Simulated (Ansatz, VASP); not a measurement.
# GaP: VASP beside Ansatz

Aim: how closely do two programs agree when they are given the same cell, functional and k mesh? The cell is taken from a series of runs on this material, whose earlier steps may have relaxed, scaled, displaced or heated it; both programs get it as it stands.

Method: plane waves, with VASP 6.6.1 beside it; single point at HSE06, in Ansatz 0.2.0.

**1. The starting structure**

It takes space group F-43m (No. 216, cubic). The conventional cell has a = 5.475 Å, b = 5.475 Å, c = 5.475 Å, α = 90.00°, β = 90.00°, γ = 90.00°. Ga has 4 P at 2.37 Å nearest. Nearest to P lie 4 Ga at 2.37 Å. Farther neighbours are not listed.

Coordinates:

```xyz
2
Lattice="0.0000 2.7375 2.7375 2.7375 0.0000 2.7375 2.7375 2.7375 0.0000" Properties=species:S:1:pos:R:3 pbc="T T T"
Ga    0.0000    0.0000    0.0000
P     4.1062    4.1062    4.1062
```

**2. VASP: single point, HSE06**

With cell and atoms fixed, the geometry can't cause a difference; cores, projectors, grids and the points listed under the comparison can.

Lines of VASP's logs that name or quote its potential files are left out, and so is its time.

The run reads the wave functions of an earlier VASP run, which isn't shown here.

INCAR reads:

```
SYSTEM = GaP
PREC = Accurate
ENCUT = 400
EDIFF = 1E-06
NELM = 100
ISMEAR = -1
SIGMA = 0.02
LREAL = .FALSE.
ALGO = Normal
LHFCALC = .TRUE.
AEXX = 0.25
GGA = PE
HFSCREEN = 0.208
LASPH = .TRUE.
NBANDS = 15
PRECFOCK = Fast
LORBIT = 11
LWAVE = .FALSE.
LCHARG = .FALSE.
KPAR = 8
ISIF = 2
```

POSCAR reads:

```
GaP
1.0
    0.0000000000      2.7374714822      2.7374714822
    2.7374714822      0.0000000000      2.7374714822
    2.7374714822      2.7374714822      0.0000000000
Ga P
1 1
Direct
    0.0000000000      0.0000000000      0.0000000000
    0.7500000000      0.7500000000      0.7500000000
```

KPOINTS reads:

```
Automatic mesh
0
Gamma
6 6 6
0 0 0
```

PAW data sets: Ga_d and P (PBE family, release 64).

Run with:

```
> mpirun -np 8 vasp_std
```

Numbers of over 12 decimals in the logs are rounded to 6 here.

The log of the run:

```text
[banner, memory and clock lines left out]
running    8 mpi-ranks, on    1 nodes
 distrk:  each k-point on    1 cores,    8 groups
 distr:  one band on    1 cores,    1 groups

 POSCAR found type information on POSCAR GaP
 POSCAR found :  2 types and       2 ions
|                                                                             |
|           W    W    AA    RRRRR   N    N  II  N    N   GGGG   !!!           |
|           W    W   A  A   R    R  NN   N  II  NN   N  G    G  !!!           |
|           W    W  A    A  R    R  N N  N  II  N N  N  G       !!!           |
|           W WW W  AAAAAA  RRRRR   N  N N  II  N  N N  G  GGG   !            |
|           WW  WW  A    A  R   R   N   NN  II  N   NN  G    G                |
|           W    W  A    A  R    R  N    N  II  N    N   GGGG   !!!           |
|                                                                             |
|     For optimal performance we recommend to set                             |
|       NCORE = 2 up to number-of-cores-per-socket                            |
|     NCORE specifies how many cores store one orbital (NPAR=cpu/NCORE).      |
|     This setting can greatly improve the performance of VASP for DFT.       |
|     The default, NCORE=1 might be grossly inefficient on modern             |
|     multi-core architectures or massively parallel machines. Do your        |
|     Unfortunately you need to use the default for GW and RPA                |
|     calculations (for HF NCORE is supported but not extensively tested      |
|     yet).                                                                   |
|                                                                             |

 LDA part: xc-table for (Slater+PW92), standard interpolation
 found WAVECAR, reading the header
 POSCAR, INCAR and KPOINTS ok, starting setup
 FFT: planning ... GRIDC
 FFT: planning ... GRID_SOFT
 FFT: planning ... GRID
 reading WAVECAR
 the WAVECAR file was read successfully
 initial charge from wavefunction
 entering main loop
       N       E                     dE             d eps       ncg     rms          rms(c)
DAV:   1    -0.107836059521E+02   -0.10784E+02   -0.52386E-01   648   0.164E+01    0.125E+00
DAV:   2    -0.107785992086E+02    0.50067E-02   -0.54493E-02   718   0.376E+00    0.105E+00
DAV:   3    -0.107770532225E+02    0.15460E-02   -0.57434E-03   641   0.137E+00    0.613E-01
DAV:   4    -0.107767715448E+02    0.28168E-03   -0.93059E-04   653   0.330E-01    0.329E-01
DAV:   5    -0.107766868257E+02    0.84719E-04   -0.10813E-04   613   0.840E-02    0.188E-01
DAV:   6    -0.107766631189E+02    0.23707E-04   -0.20642E-05   592   0.389E-02    0.104E-01
DAV:   7    -0.107766541336E+02    0.89854E-05   -0.32981E-06   585   0.170E-02    0.581E-02
DAV:   8    -0.107766504420E+02    0.36916E-05   -0.99493E-07   387   0.842E-03    0.320E-02
DAV:   9    -0.107766490914E+02    0.13506E-05   -0.51581E-07   282   0.568E-03    0.165E-02
DAV:  10    -0.107766484971E+02    0.59431E-06   -0.19349E-07   282   0.354E-03
   1 F= -.10776648E+02 E0= -.10776648E+02  d E =-.197142E-11
```

Parts of OUTCAR (step 2):

```text
ion  position               nearest neighbor table
   1  0.000  0.000  0.000-   2 2.37   2 2.37   2 2.37   2 2.37
   2  0.750  0.750  0.750-   1 2.37   1 2.37   1 2.37   1 2.37

  LATTYP: Found a face centered cubic cell.
 ALAT       =     5.4749429644

 Subroutine GETGRP returns: Found 24 space group operations
 (whereof 24 operations were pure point group operations)

The static configuration has the point symmetry T_d .

 Found     16 irreducible k-points:

   k-points           NKPTS =     16   k-points in BZ     NKDIM =    216   number of bands    NBANDS=     15

   dimension x,y,z NGX =    28 NGY =   28 NGZ =   28
   dimension x,y,z NGXF=    56 NGYF=   56 NGZF=   56

   ENCUT  =  400.0 eV  29.40 Ry    5.42 a.u.   6.31  6.31  6.31*2*pi/ulx,y,z

   NELECT =      18.0000    total number of electrons

 k-points in reciprocal lattice and weights: Automatic mesh
   0.00000000  0.00000000  0.00000000       0.005
   0.16666667  0.00000000  0.00000000       0.037
   0.33333333  0.00000000  0.00000000       0.037
   0.50000000  0.00000000  0.00000000       0.019
   0.16666667  0.16666667  0.00000000       0.028
   0.33333333  0.16666667  0.00000000       0.111
   0.50000000  0.16666667  0.00000000       0.111
  -0.33333333  0.16666667  0.00000000       0.111
  -0.16666667  0.16666667  0.00000000       0.056
[...]
-0.33333333  0.33333333  0.16666667       0.111
  -0.33333333  0.50000000  0.16666667       0.056

  exchange ACFDT corr.  =         0.00000000  see jH, gK, PRB 81, 115126

 average (electrostatic) potential at core
       1 -58.4902       2 -80.0025

 E-fermi :   4.5337

 k-point     1 :       0.0000    0.0000    0.0000
  band No.  band energies     occupation
    ...
      5     -12.8586      2.00000
      6      -9.5928      2.00000
      7       4.0813      2.00000
      8       4.0813      2.00000
      9       4.0813      2.00000
     10       6.7546      0.00000
     11       8.8533      0.00000
     12       8.8533      0.00000
     13       8.8533      0.00000
     14      13.8728      0.00000
    ...

 k-point     2 :       0.1667    0.0000    0.0000
  band No.  band energies     occupation
    ...
      5     -12.8589      2.00000
      6      -9.2174      2.00000
      7       1.5833      2.00000
      8       3.6960      2.00000
      9       3.6960      2.00000
     10       7.3438      0.00000
     11       9.4324      0.00000
     12       9.4324      0.00000
     13      10.0093      0.00000
     14      14.0678      0.00000
    ...

 k-point     3 :       0.3333    0.0000    0.0000
  band No.  band energies     occupation
    ...
      5     -12.8565      2.00000
      6      -8.2131      2.00000
      7      -1.5174      2.00000
      8       3.1209      2.00000
      9       3.1210      2.00000
     10       6.7854      0.00000
     11       9.8151      0.00000
     12       9.8151      0.00000
     13      12.7134      0.00000
     14      14.8122      0.00000
    ...

  Total       -0.2154098     -0.2154098     -0.2154098      0.0000000      0.0000000     -0.0000000
  in kB       -8.4119600     -8.4119600     -8.4119600      0.0000000      0.0000000     -0.0000000
  external PRESSURE =      -8.4119600 kB  Pullay stress =       0.0000000 kB

  energy-cutoff  :      400.00
  volume of cell :       41.03
      direct lattice vectors                 reciprocal lattice vectors
     0.000000000  2.737471482  2.737471482    -0.182650305  0.182650305  0.182650305
     2.737471482  0.000000000  2.737471482     0.182650305 -0.182650305  0.182650305
     2.737471482  2.737471482  0.000000000     0.182650305  0.182650305 -0.182650305

 POSITION                                       TOTAL-FORCE (eV/Angst)
 -----------------------------------------------------------------------------------
      0.00000      0.00000      0.00000         0.000000      0.000000      0.000000
      4.10621      4.10621      4.10621        -0.000000     -0.000000     -0.000000
 -----------------------------------------------------------------------------------
    total drift:                                0.000034      0.000027      0.000024

  FREE ENERGIE OF THE ION-ELECTRON SYSTEM (eV)
  ---------------------------------------------------
  free  energy   TOTEN  =       -10.7766484971 eV

  energy  without entropy=      -10.7766484971  energy(sigma->0) =      -10.77664850

 total charge
# of ion       s       p       d       tot
------------------------------------------
    1        0.823   0.836  10.026  11.685
    2        1.013   1.540   0.000   2.554
--------------------------------------------------
tot          1.836   2.376  10.026  14.239

[... 3 further parts left out ...]
```

The run ends at a pressure of -0.84 GPa.

**3. Ansatz: single point, HSE06**

Ansatz runs on its PAW soft_1 files.

The same cell, functional, mesh and smearing now go to Ansatz.

input.yaml reads:

```yaml
crystal:
  lattice:
    - [0.0, 2.7374714822, 2.7374714822]
    - [2.7374714822, 0.0, 2.7374714822]
    - [2.7374714822, 2.7374714822, 0.0]
  atoms:
    - { symbol: Ga, position: [0.0, 0.0, 0.0] }
    - { symbol: P, position: [0.75, 0.75, 0.75] }
kpoints:
  mp_grid: { grid: [6, 6, 6] }
scf:
  occupations: { method: fermi_dirac, width: 0.02 }
hamiltonian:
  xc: hse06
  pseudopotentials: { kind: paw, azcp: { folder: soft_1 } }
basis:
  ecutwfc: 600
output:
  forces: true
  stress: true
```

Run with:

```
> ansatz run input.yaml --threads 8 --pin off --max-ram 18432MiB --backend cpu --events-out ev --progress --plain --runs-dir out
```

The log of the run:

```text
Warning: output.stress: scf.convergence.dr2_threshold = 1e-7 eV (the SCF's general default) is looser than the 2e-10 eV advised for a printed stress (1e-10 eV for each atom of the cell: 2). What an SCF threshold leaves in a stress goes as its square root, and in the free energy as the threshold itself, and one threshold admits the most on a small cell: [figures from the program's tests cut] Set scf.convergence.dr2_threshold to 2e-10 eV or tighter. The threshold is an SCF's pass mark: one that does not reach it within its budget of iterations ends unconverged, or closes short of it on a stop that the run arms, and scf.convergence.dr2_threshold's page says what that costs each kind of run
Warning: output.stress: scf.exx.energy_threshold = 1e-6 eV is looser than the 2e-8 eV advised for a stress under a hybrid functional (1e-8 eV for each atom of the cell: 2). Every SCF of the exchange loop can meet its threshold on dr2 while the loop round them stops early: no threshold on dr2 bounds what that leaves in the stress. Set scf.exx.energy_threshold to 2e-8 eV or tighter. The threshold is the loop's pass mark: a loop that does not reach it within its budget of cycles ends unconverged, and scf.exx.energy_threshold's page has the law
Engine: ansatz 0.2.0, aarch64-unknown-linux-gnu
Pseudopotentials: kind: paw
Pseudopotential: Ga, paw, valence charge 13, recommended cutoff 420 eV (normal), soft_1/Ga.paw.azcp
Pseudopotential: P, paw, valence charge 5, recommended cutoff 420 eV (normal), soft_1/P.paw.azcp
Functional definition: HSE06
  parameter a = 0.25
  parameter omega = 0.11/bohr
  exchange = pbe_x - a*pbe_x_sr(omega) + a*exact_x_sr(omega)
  correlation = pbe_c
Crystal: 2 atoms, lattice volume = 41.028 Å³
Basis set: ecut = 600 eV, 1363 PW (Γ), exchange–correlation on 64×64×64 points (8 copies of the dense FFT grid, shifted against one another)
Bands: 13, of which v1, the nominal top of the filled ones, is band 9 counted from 1 (8 counted from 0)
Symmetry: 24 space group operations
Space group: F-43m (ITA 216), of the structure as read, at distance tolerance 3.4e-5 Å
k-points: 16 of 216 (time reversal used)
Non-local potential: Ga, projectors of the file, l = 0: 2, l = 1: 2, l = 2: 3, l = 3: 1
Non-local potential: P, projectors of the file, l = 0: 2, l = 1: 2, l = 2: 1
PAW form: soft (Blöchl's): semilocal exchange-correlation on the pseudo side does not see the compensation charge
PAW frozen core: Ga, regenerated for the run's functional, and the local potential with it (the file was generated under x = pbe(κ = 0.804, μ = 0.219515), c = pbe(β = 0.066725))
PAW frozen core: P, regenerated for the run's functional, and the local potential with it (the file was generated under x = pbe(κ = 0.804, μ = 0.219515), c = pbe(β = 0.066725))
PAW one-centre angular grid: Ga, 590 points (default); XC on 64 Gauss nodes
PAW one-centre angular grid: P, 110 points (default); XC on 64 Gauss nodes
Initial density: superposition of atomic densities (chi_scale 0.1, normalization cell, long waves kept (reshape's long-wave potential 0.00 eV rms))
Initial wavefunctions: pseudopotential atomic-orbital guess
Functional: x = pbe(κ = 0.804, μ = 0.219515), c = pbe(β = 0.066725), warm-up for x = pbe(κ = 0.804, μ = 0.219515) + 0.25 (exact − pbe) at short range (hse, ω = 0.207870 Å⁻¹), c = pbe(β = 0.066725); HSE06 as pw.x's `hse` composes it (authors' and Libxc's form: `xc: wpbeh`)
SCF iter   1: F=—  HF=-4539.657635 eV  |F-HF|=—  |Δ(HF+E_count)|=         —  Δρ=4.48e-2  dr2=6.79e-1  ethr=1.00e-1  ⟨swp⟩=5.4  Hψ=652  notcnv=0
preconditioner: auto → none  [insulator: Δε(μ)=1.857 eV  Ē_g=15.295 eV  σ=0.020 eV  W_gap=1.00  n_scr=14 (ndim 8)  ℏωp=24.6 eV  f_vac=0.000  D(μ)=0.00/eV (n_scr^D=0)]
SCF iter   2: F=—  HF=-4539.553422 eV  |F-HF|=—  |Δ(HF+E_count)|=   1.04e-1  Δρ=2.28e-2  dr2=1.14e-1  ethr=3.77e-3  ⟨swp⟩=3.6  Hψ=533  notcnv=0  defer=1
SCF iter   3: F=—  HF=-4539.550667 eV  |F-HF|=—  |Δ(HF+E_count)|=   2.75e-3  Δρ=5.94e-3  dr2=1.27e-2  ethr=6.36e-4  ⟨swp⟩=3.4  Hψ=523  notcnv=0  defer=1
iter 4 solved again at ethr=2.99e-6 eV; its pass at ethr=7.05e-5 eV (dr2=5.38e-4 eV) is discarded
SCF iter   4: F=—  HF=-4539.546563 eV  |F-HF|=—  |Δ(HF+E_count)|=   4.10e-3  Δρ=1.95e-3  dr2=5.41e-4  ethr=2.99e-6  ⟨swp⟩=2.0  Hψ=1082  notcnv=0
SCF iter   5: F=-4539.546413 eV  HF=-4539.546415 eV  |F-HF|=1.94e-6  |Δ(HF+E_count)|=   1.48e-4  Δρ=4.12e-4  dr2=4.15e-5  ethr=2.99e-6  ⟨swp⟩=4.0  Hψ=562  notcnv=0
SCF 1 stopped early in 5 iterations: F = -4539.546413 eV  dr2 = 4.15e-5
  greatest PAW one-centre occupation: 0.994 electrons in one spin orbital (limit 2), on the Ga atom at site 0 (counted from 0), in its partial waves of l = 2
Initial density: handed on by an earlier stage of this run
Initial wavefunctions: those handed on with the density
Functional: x = pbe(κ = 0.804, μ = 0.219515) + 0.25 (exact − pbe) at short range (hse, ω = 0.207870 Å⁻¹), c = pbe(β = 0.066725); HSE06 as pw.x's `hse` composes it (authors' and Libxc's form: `xc: wpbeh`)
Exchange kernel: α = 0.2500, screened, ω = 0.2079 Å⁻¹, Wigner–Seitz truncation, v(0) = 1046.4577 eV·Å³, q-mesh 6×6×6, nearest image of the exchange supercell L = 23.23 Å, pair-density grid 18×18×18, without the augmentation charges, whose exchange is taken in its separable form by FFT convolution over the k-point mesh (sized by the pseudopotential files, 27×27×27 at the most), smooth part of the exact exchange by density-matrix convolution
Frozen-core exchange: fock
SCF iter   1: F=—  HF=-4540.615175 eV  |F-HF|=—  |Δ(HF+E_count)|=         —  Δρ=1.46e-2  dr2=3.47e-2  ethr=2.31e-6  ⟨swp⟩=6.4  Hψ=1096  notcnv=0
preconditioner: auto → none  [insulator: Δε(μ)=2.287 eV  Ē_g=18.238 eV  σ=0.020 eV  W_gap=1.00  n_scr=14 (ndim 8)  ℏωp=24.6 eV  f_vac=0.009  D(μ)=0.00/eV (n_scr^D=0)]
SCF iter   2: F=—  HF=-4540.601246 eV  |F-HF|=—  |Δ(HF+E_count)|=   1.39e-2  Δρ=2.28e-3  dr2=2.72e-3  ethr=2.31e-6  ⟨swp⟩=5.0  Hψ=839  notcnv=0
SCF iter   3: F=—  HF=-4540.608311 eV  |F-HF|=—  |Δ(HF+E_count)|=   7.06e-3  Δρ=2.63e-3  dr2=1.22e-3  ethr=2.31e-6  ⟨swp⟩=4.1  Hψ=770  notcnv=0
SCF iter   4: F=—  HF=-4540.608105 eV  |F-HF|=—  |Δ(HF+E_count)|=   2.07e-4  Δρ=7.52e-4  dr2=1.10e-4  ethr=2.31e-6  ⟨swp⟩=3.0  Hψ=435  notcnv=0
SCF iter   5: F=—  HF=-4540.608259 eV  |F-HF|=—  |Δ(HF+E_count)|=   1.54e-4  Δρ=2.32e-4  dr2=1.10e-5  ethr=5.42e-7  ⟨swp⟩=3.4  Hψ=440  notcnv=0  defer=1
SCF iter   6: F=-4540.608253 eV  HF=-4540.608253 eV  |F-HF|=6.08e-8  |Δ(HF+E_count)|=   5.60e-6  Δρ=2.59e-5  dr2=1.41e-6  ethr=5.39e-8  ⟨swp⟩=4.0  Hψ=561  notcnv=0
SCF 2 stopped early in 6 iterations: F = -4540.608253 eV  dr2 = 1.41e-6
hybrid outer 1: dexx = +8.099e-3 eV, tail = 2.48e-5 eV
Exchange kernel: α = 0.2500, screened, ω = 0.2079 Å⁻¹, Wigner–Seitz truncation, v(0) = 1046.4577 eV·Å³, q-mesh 6×6×6, nearest image of the exchange supercell L = 23.23 Å, pair-density grid 18×18×18, without the augmentation charges, whose exchange is taken in its separable form by FFT convolution over the k-point mesh (sized by the pseudopotential files, 27×27×27 at the most), smooth part of the exact exchange by density-matrix convolution
Frozen-core exchange: fock
SCF iter   1: F=—  HF=-4540.607977 eV  |F-HF|=—  |Δ(HF+E_count)|=         —  Δρ=6.37e-5  dr2=1.59e-6  ethr=6.90e-7  ⟨swp⟩=3.9  Hψ=498  notcnv=0
preconditioner: auto → none  [insulator: Δε(μ)=2.316 eV  Ē_g=18.047 eV  σ=0.020 eV  W_gap=1.00  n_scr=14 (ndim 8)  ℏωp=24.6 eV  f_vac=0.010  D(μ)=0.00/eV (n_scr^D=0)]
SCF iter   2: F=—  HF=-4540.607977 eV  |F-HF|=—  |Δ(HF+E_count)|=   6.81e-8  Δρ=1.10e-5  dr2=1.34e-7  ethr=7.83e-9  ⟨swp⟩=3.9  Hψ=556  notcnv=0
SCF iter   3: F=—  HF=-4540.607977 eV  |F-HF|=—  |Δ(HF+E_count)|=   7.98e-7  Δρ=1.35e-5  dr2=8.04e-8  ethr=1.42e-10  ⟨swp⟩=4.4  Hψ=759  notcnv=0
SCF iter   4: F=-4540.607977 eV  HF=-4540.607977 eV  |F-HF|=4.13e-10  |Δ(HF+E_count)|=   2.55e-8  Δρ=1.12e-6  dr2=2.93e-9  ethr=1.42e-10  ⟨swp⟩=3.0  Hψ=430  notcnv=0
SCF 3 converged in 4 iterations: F = -4540.607977 eV  dr2 = 2.93e-9
  Residual-converged pass: ⟨swp⟩=3.3  Hψ=488  notcnv=0  max |occ|·‖R‖ = 2.3e-6 eV (tolerance 2.4e-6 eV)  dr2=2.93e-9  dr2_onsite=6.02e-10  max |Δocc| = 0.0e0
hybrid outer 2: dexx = +7.551e-7 eV, tail = 2.19e-8 eV, Δε = 2.57e-3 eV (about 8.37e-5 eV left of the loop's levels)
hybrid SCF converged: 2 outer / 10 inner (+5 warm-up), last move |dexx| = 7.55e-7 eV, tail = 2.19e-8 eV
Stability not checked: this state was not tested for a lower state beside it, because the functional holds exact exchange (a hybrid, or Hartree-Fock), whose exchange loop this test does not read (fock_operator; see scf.lower_state_search)
Free energy (F): -4540.607977 eV
Frozen-core exchange: fock
Harris-Foulkes:  -4540.607977 eV  (|F-HF|=4.13e-10)
Internal energy: -4540.607977 eV  (E = F + TS)
E sigma→0 (E₀):  -4540.607977 eV
Fermi energy:    7.627560 eV
--- Per-component energies (eV) ---
  E_band       = -98.293655
  E_kinetic    = 179.293422
  E_local      = -1687.822524  (includes V_loc(G=0)·N_el)
  E_nonlocal   = -59.346162
  E_hartree    = 1024.379886
  E_xc         = -109.809884
  E_vxc        = -94.216781  (∫ρ·V_xc dr)
  E_exx        = -56.237210  (= α·E_x^exact, valence–valence)
  E_paw        = -2524.317480  (= ΣΔE_a)
  E_vpaw       = -372.486590  (= ΣTr[D̂ρ^β])
  E_aug_tail   = -0.000015  (compensation charges beyond the density's cutoff)
  E_ewald      = -1306.784621
  E_core_change = 0.036599  (= ΣΔE_core)
  E_smearing   = -0.000000  (= −TS)
  E_closure    = 0.000012  (closes the sum)
  Σ components = -4540.607977   (vs F -4540.607977, Δ=0.00e0)
--- Forces (eV/Å), atoms counted from 1 ---
  atom   1  Ga     0.00000000    -0.00000000     0.00000000
  atom   2  P      0.00000000     0.00000000    -0.00000000
  max |Σ_I F_I| component: 2.96e-16 eV/Å
--- Stress (GPa, compression-positive) ---
       -0.422676       0.000000      -0.000000
       -0.000000      -0.422676       0.000000
        0.000000       0.000000      -0.422676
  P = ⅓ Tr σ = -0.4227 GPa (-4.227 kbar)
--- Band table (eV; the first three rows and the last of 16) ---
  k-point 0: bands = ["-10.6164", "-10.6164", "-10.6164", "-10.5192", "-10.5192", "-7.2028", "6.4692", "6.4692", "6.4692", "9.1482"]
  k-point 1: bands = ["-10.6301", "-10.6095", "-10.6095", "-10.5192", "-10.5192", "-6.8275", "3.9723", "6.0838", "6.0838", "9.7355"]
  k-point 2: bands = ["-10.6567", "-10.5981", "-10.5981", "-10.5168", "-10.5168", "-5.8231", "0.8709", "5.5084", "5.5084", "9.1774"]
  k-point 15: bands = ["-10.6909", "-10.5764", "-10.5624", "-10.5375", "-10.5084", "-3.9965", "-0.6151", "2.8585", "3.0081", "10.6977"]
  guard bands above this table: 3 of the run's 13 bands. The solve was not asked for them (output.publish_guard_bands: true or output.eigenvalues: true publishes all)
```

The run ends at a pressure of -0.42 GPa.

**4. Comparison**

Known differences besides the potentials themselves: exact exchange at q = 0 is treated differently, which shows on coarse meshes; VASP keeps PBE cores, Ansatz makes them for the functional; the cutoff is 600 eV in Ansatz and 400 eV in VASP; VASP takes a coarser grid for exact exchange (PRECFOCK = Fast). Total energies have different zeros and are not compared.

Compared:

```csv
quantity,Ansatz,VASP,difference
pressure (GPa),-0.42,-0.84,+0.42
gap on the k mesh (eV),2.317,2.320,-0.003
```

A gap on the mesh is an upper bound, since the band edges may lie between its points.

**5. Summary of results**

```
difference in gap on the k mesh (single point, HSE06) : -0.0027 eV
```

In words: The difference in gap on the k mesh is -0.0027 eV (single point, HSE06), within the 0.08 eV picked in this series as the mark of a large difference. How closely two codes agree says nothing of how well the functional describes the real material.

[Lines on the potential files, build, host, timing and source positions are cut from VASP's logs without a mark.]

[Logs are printed without paths, hosts, clocks, repeated set-up lines and the standing remarks that a program may print on its own settings, such as how far it seeks lower states.]

[Hosts, paths, dates, database ids (printed as entryN), source tags and the programs' standing remarks are cut or masked in the printed files.]
